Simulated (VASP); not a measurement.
Wanted: the native input for a VASP 6.6.1 run.

- Task: relaxation of cell and atoms
- Functional: BLYP
- Potentials or basis: VASP PAW PBE potentials, release 64 (Ru_pv, Se)
- Cutoff: 600 eV
- k mesh: 8 × 8 × 8
- Occupations: fermi-dirac, width 0.05 eV
- Spin: no spin polarisation
- Further INCAR settings: ALGO = Normal; EDIFF = 1e-07; IBRION = 2; EDIFFG = -0.01; NSW = 40; ISIF = 3

The structure of RuSe lies in POSCAR:

```
RuSe
1.0
    3.1876923100      0.0000000000      0.0000000000
    0.0000000000      3.1876923100      0.0000000000
    0.0000000000      0.0000000000      3.1876923100
Ru Se
1 1
Direct
    0.0000000000      0.0000000000      0.0000000000
    0.5000000000      0.5000000000      0.5000000000
```

The cell comes from a database or a generator and needn't be the stable form of this composition.

The input as run:

INCAR

```
SYSTEM = RuSe
PREC = Accurate
ENCUT = 600
EDIFF = 1E-7
ISMEAR = -1
SIGMA = 0.05
LREAL = .FALSE.
LASPH = .TRUE.
NELM = 80
ALGO = Normal
ISIF = 3
LWAVE = .FALSE.
LCHARG = .FALSE.
GGA = B5
ALDAX = 1.0
AGGAX = 1.0
AGGAC = 1.0
ALDAC = 0.0
IBRION = 2
NSW = 40
EDIFFG = -0.01
```

KPOINTS

```
regular mesh
0
G
  8 8 8
  0 0 0
```

Potentials or basis: VASP PAW PBE potentials, release 64 (Ru_pv, Se).

Command:

```sh
$ cat potpaw_PBE.64/Ru_pv/POTCAR potpaw_PBE.64/Se/POTCAR > POTCAR
$ mpirun -np 1 vasp_std > vasp.out
```

It gave:

```
Relaxed volume                         : 16.50 Å³/atom
Relaxed cell                           : a = 3.208 Å, b = 3.208 Å, c = 3.208 Å, α = 90.00°, β = 90.00°, γ = 90.00°
Space group after relaxing (to 0.05 Å) : Pm-3m (No. 221)
Energy gained by relaxing              : 2.5 meV/atom
Ionic steps                            : 3
Pressure after relaxing                : 0.0 GPa
Band gap on the k mesh                 : none (metal or under the smearing width)
```

Caveat: the PAW data sets were made with another functional, which shifts forces and pressure a little.

Run time: 39 s on 1 thread of Intel(R) Xeon(R) 6975P-C (Granite Rapids) (shared host), peak memory 0.17 GiB.
